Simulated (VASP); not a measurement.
Data:

```xyz
6
Lattice="4.1081 -0.0109 -0.0047 1.5115 3.8217 -0.0233 0.0440 0.0559 6.9755" Properties=species:S:1:pos:R:3 pbc="T T T"
Ag     4.2467     2.7819     5.1370
Ag     2.1204     1.3459     6.8749
Ag     0.7450     0.4027     3.4266
Ag     4.2175     2.7509     1.6506
S      2.8946     1.8605     3.4100
S      5.5909     3.6988     6.8728
```

These are LDA (Ceperley-Alder, Perdew-Zunger), VASP's LDA PAW potentials (set 64) (plane waves; VASP 6.6.1) values and carry that method's errors. Settings: 400 eV cut-off, Gaussian smearing of 0.050 eV, potentials Ag S.

### Question
Give the energies of bands 19 to 32 at the high-symmetry points, in eV from the valence-band maximum.

### Answer

```csv
band,Γ,X,Z,T,V
19,-3.33,-3.48,-3.48,-3.44,-3.44
20,-3.26,-3.47,-3.47,-3.42,-3.42
21,-2.84,-3.33,-3.33,-3.30,-3.30
22,-2.76,-3.29,-3.29,-3.29,-3.29
23,-2.69,-2.81,-2.81,-2.79,-2.79
24,-2.26,-2.27,-2.27,-2.78,-2.78
25,-1.24,-2.05,-2.05,-1.36,-1.37
26,-1.00,-1.65,-1.66,-1.34,-1.34
27,-0.62,-0.55,-0.55,-0.22,-0.22
28,-0.10,0.00,0.00,-0.19,-0.19
29,0.72,2.42,2.42,1.27,1.27
30,1.53,2.48,2.48,1.29,1.29
31,4.55,3.38,3.37,4.56,4.55
32,5.55,4.12,4.12,4.57,4.58
```

The gap is indirect, 0.72 eV, from the valence maximum at Z to the conduction minimum at Γ.

The structure comes from a computed database's Ag2S entry; how it stands against other phases isn't given here. It was relaxed first, which changed the volume by -15 %.
